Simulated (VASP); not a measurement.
OSZICAR of a VASP run on C$_{32}$GeSi$_{31}$:

### OSZICAR
```
       N       E                     dE             d eps       ncg     rms          rms(c)
DAV:   1    -0.560911984221E+03   -0.56091E+03   -0.99943E+00   640   0.795E+00    0.148E+01
DAV:   2    -0.561058924523E+03   -0.14694E+00   -0.28344E-01   704   0.122E+00    0.107E+01
DAV:   3    -0.561049679179E+03    0.92453E-02   -0.20672E-02   712   0.337E-01    0.628E+00
DAV:   4    -0.561043230151E+03    0.64490E-02   -0.42791E-03   736   0.148E-01    0.362E+00
DAV:   5    -0.561041120664E+03    0.21095E-02   -0.12144E-03   744   0.768E-02    0.206E+00
DAV:   6    -0.561040452385E+03    0.66828E-03   -0.33934E-04   712   0.432E-02    0.118E+00
DAV:   7    -0.561040235383E+03    0.21700E-03   -0.94352E-05   712   0.237E-02    0.669E-01
DAV:   8    -0.561040168228E+03    0.67155E-04   -0.24665E-05   432   0.133E-02    0.387E-01
DAV:   9    -0.561040149414E+03    0.18814E-04   -0.12699E-05   424   0.989E-03    0.219E-01
DAV:  10    -0.561040145036E+03    0.43773E-05   -0.35166E-06   416   0.501E-03
   1 F= -.56104015E+03 E0= -.56104015E+03  d E =-.281095E-09  mag=     1.0000
```

Task: Which electronic solver shows in the log?

Result: It is blocked Davidson (ALGO = Normal, or the opening steps of other solvers). The INCAR had ALGO = Normal.

Task: How was spin treated?

Result: Collinear spin (ISPIN = 2): the summary line carries one mag value, 1.00 μB in the cell.

Task: Can the final energy be trusted as converged?

Result: The run converged. It stopped with EDIFF = 1E-5, NELM = 50 (HSE06 screened hybrid, plane waves, VASP's PBE PAW potentials (set 64)).  The cell is charged, with a uniform compensating background. The supercell is sampled at Γ alone, which is coarse: total energies, pressure and levels can be off, energies of defects by several tenths of an eV.

The cell is a supercell with a defect, built from SiC (zinc blende): Ge_Si, charge +1. The cell's shape comes from a PBE relaxation. The total moment is imposed (NUPDOWN), so this need not be the lowest spin state.
